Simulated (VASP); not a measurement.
Computed with HSE06 screened hybrid, VASP's PBE PAW potentials (set 64) (plane waves; VASP 6.6.1).

VASP input:

POSCAR:
```
BiGa32As31
1
   11.5222104212     0.0000000000     0.0000000000
    0.0000000000    11.5222104212     0.0000000000
    0.0000000000     0.0000000000    11.5222104212
Ga As Bi
32 31 1
Direct
  0.5000400821   0.9987861037   0.9990426939
  0.7498740098   0.2499229438   0.9994545055
  0.7499496518   0.9992662481   0.2498556330
  0.9998449396   0.0001526151   0.0000901903
  0.2489893282   0.2501607064   0.9991007867
  0.4998679008   0.4997512680   0.9995849741
  0.7499837288   0.7513070394   0.9988042121
  0.2483967940   0.9983949267   0.2496836698
  0.4918313135   0.2413722319   0.2433559880
  0.7581804583   0.5081726950   0.2418099712
  0.4999666442   0.9989014504   0.5002289865
  0.7593379854   0.2409831544   0.5094770084
  0.7502200450   0.9983284122   0.7516372389
  0.0012148855   0.5000490327   0.9989194912
  0.2501314524   0.7498481269   0.0001171813
  0.0007435378   0.2499753349   0.2499775817
  0.2494841943   0.4999039877   0.2498904535
  0.4999814834   0.7504947012   0.2501610696
  0.0013375041   0.9984877836   0.5000515487
  0.2488212421   0.2498016978   0.5000892009
  0.4906192885   0.5086085229   0.5101458690
  0.7500125185   0.7507416508   0.4999172246
  0.2501387620   0.0000984181   0.7498681445
  0.4999917866   0.2497051577   0.7511594658
  0.7500513486   0.5001110494   0.7511243843
  0.0013699990   0.7513105170   0.2499152976
  0.0009190136   0.5001384223   0.4999246117
  0.2487136397   0.7512586376   0.4998814168
  0.0016275135   0.2498395274   0.7518789957
  0.2482373380   0.5002880114   0.7517867467
  0.4998319359   0.7515311091   0.7518352461
  0.9998739705   0.7499280950   0.7497872984
  0.6250154616   0.1226415255   0.1227882413
  0.8775019928   0.3747302582   0.1224491764
  0.8777589823   0.1221864886   0.3748282062
  0.1250070958   0.1248783827   0.1247604906
  0.3729998711   0.3748394210   0.1231445967
  0.6247624330   0.6274854074   0.1224291144
  0.8751695458   0.8749593306   0.1248192867
  0.3718422370   0.1217078376   0.3755824907
  0.8776274318   0.6276054590   0.3750847300
  0.6248519914   0.1219361742   0.6280277734
  0.8782605624   0.3753569709   0.6282618614
  0.8750736779   0.1248003287   0.8750984372
  0.1250462786   0.6251187430   0.1248631678
  0.3748848986   0.8748680271   0.1248839000
  0.1250221275   0.3750149598   0.3748843670
  0.3724116432   0.6274088277   0.3750081427
  0.6250084142   0.8749481188   0.3749268485
  0.1248019822   0.1247163396   0.6252814259
  0.3715272697   0.3743398950   0.6285424527
  0.6251765762   0.6279881119   0.6281233900
  0.8751151362   0.8749484550   0.6251337979
  0.3747684193   0.1247106732   0.8752648105
  0.6249742358   0.3749644543   0.8751370706
  0.8752169609   0.6252539216   0.8751370125
  0.1249679335   0.8748622273   0.3749628159
  0.1250370435   0.6252390433   0.6251242023
  0.3748070639   0.8747772405   0.6252963925
  0.1250242028   0.3749939650   0.8755003961
  0.3748391211   0.6250521788   0.8751669801
  0.6249899166   0.8750568522   0.8753235472
  0.1249965819   0.8749845583   0.8749738017
  0.6251436156   0.3751552445   0.3769159868
```

### KPOINTS
```
Regular mesh
0
Gamma
  1 1 1
```

### INCAR
```
AEXX=0.25
ALGO=Normal
EDIFF=1E-5
ENCUT=400
GGA=PE
HFSCREEN=0.2
ISIF=0
ISMEAR=0
ISYM=0
LASPH=.TRUE.
LCHARG=.FALSE.
LHFCALC=.TRUE.
LMAXMIX=4
LREAL=Auto
LWAVE=.FALSE.
NELM=50
NELMIN=4
PREC=Normal
PRECFOCK=Fast
SIGMA=0.05
SYSTEM=BiGa32As31
```

POTCAR, in this order: Ga As Bi (PBE.64 set). Program: vasp_gam. Read from the step before: WAVECAR.

The resulting files:

**OSZICAR**
```
       N       E                     dE             d eps       ncg     rms          rms(c)
DAV:   1    -0.309884337786E+03   -0.30988E+03   -0.22398E+01   322   0.126E+01    0.139E+01
DAV:   2    -0.310039155004E+03   -0.15482E+00   -0.63421E-01   379   0.117E+00    0.924E+00
DAV:   3    -0.309981560226E+03    0.57595E-01   -0.35705E-02   364   0.329E-01    0.538E+00
DAV:   4    -0.309960016348E+03    0.21544E-01   -0.15859E-02   380   0.206E-01    0.303E+00
DAV:   5    -0.309953233820E+03    0.67825E-02   -0.46660E-03   380   0.109E-01    0.170E+00
DAV:   6    -0.309950872656E+03    0.23612E-02   -0.10245E-03   387   0.573E-02    0.942E-01
DAV:   7    -0.309950044646E+03    0.82801E-03   -0.31143E-04   371   0.341E-02    0.516E-01
DAV:   8    -0.309949777369E+03    0.26728E-03   -0.11874E-04   371   0.214E-02    0.279E-01
DAV:   9    -0.309949700049E+03    0.77320E-04   -0.40136E-05   291   0.129E-02    0.150E-01
DAV:  10    -0.309949682038E+03    0.18012E-04   -0.14326E-05   203   0.822E-03    0.813E-02
DAV:  11    -0.309949680823E+03    0.12151E-05   -0.62100E-06   212   0.511E-03
   1 F= -.30994968E+03 E0= -.30994968E+03  d E =-.997652E-15
```

### OUTCAR
```
------------------------ aborting loop because EDIFF is reached ----------------------------------------
  volume of cell :     1529.70
      direct lattice vectors                 reciprocal lattice vectors
    11.522210421  0.000000000  0.000000000     0.086788903  0.000000000  0.000000000
     0.000000000 11.522210421  0.000000000     0.000000000  0.086788903  0.000000000
     0.000000000  0.000000000 11.522210421     0.000000000  0.000000000  0.086788903
  FREE ENERGIE OF THE ION-ELECTRON SYSTEM (eV)
  ---------------------------------------------------
  free  energy   TOTEN  =      -309.9496808226 eV

  energy  without entropy=     -309.9496808226  energy(sigma->0) =     -309.94968082

  exchange ACFDT corr.  =         0.00000000  see jH, gK, PRB 81, 115126
```
(Selected blocks of OUTCAR.)

The supercell is sampled at Γ alone, which is coarse: total energies, pressure and levels can be off, energies of defects by several tenths of an eV.

The cell is a supercell with a defect, built from GaAs (zinc blende): Bi_As. The cell's shape comes from a PBE relaxation. The run is not spin-polarised, so no state with unpaired spins was tried.
